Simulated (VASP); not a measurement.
Take Mo (bcc), against free atoms with fixed spin and no zero-point term, in VASP with PAW potentials, and its cohesive energy.

Task: One run gives 7.10 eV/atom. Which level is it?
(A) RPBE
(B) SCAN
(C) PBEsol
(D) PBE

Result: C, PBEsol.  The others give 5.89 (SCAN), 6.29 (PBE), 5.64 (RPBE).

Only levels that ran to the end are used. Left out are those held back, those with too coarse a band path, GW runs whose mesh misses a band edge, hybrids' fits of cells that aren't cubic and levels without matching references; a question may draw on a part of the rest.

The compound is Mo in the bcc structure.
